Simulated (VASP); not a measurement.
```
CELL_PARAMETERS angstrom
      0.00000     2.96365     2.96365
      2.96365     0.00000     2.96365
      2.96365     2.96365     0.00000
ATOMIC_POSITIONS crystal
  B  0.00000 0.00000 0.00000
  Ti 0.50000 0.50000 0.50000
  Ti 0.25000 0.25000 0.25000
  Ti 0.75000 0.75000 0.75000
```

These are PBEsol GGA, VASP's PBE PAW potentials (set 64) (plane waves; VASP) values and carry that method's errors. Numerical set-up: 520 eV cut-off, 8×8×8 Γ-centred mesh, first-order Methfessel-Paxton smearing of 0.10 eV, potentials B Ti_sv.

Q: Estimate the energy per atom (σ→0), band gap (on the k-mesh) with the smallest direct gap where there is one.

A: 
band gap (on the k-mesh): none (metal, semimetal or under 0.01 eV)
energy per atom (σ→0): -7.861 eV/atom

The absolute energy has meaning only against runs of the same code, potentials and settings.

The structure was generated: Ti3B was put into the D03 type (Fm-3m), which need not be its known phase. It was relaxed first, which changed the volume by -35 %. The start is the result of an earlier pass. The electron count is odd and the run is not spin-polarised, which forces a metal.
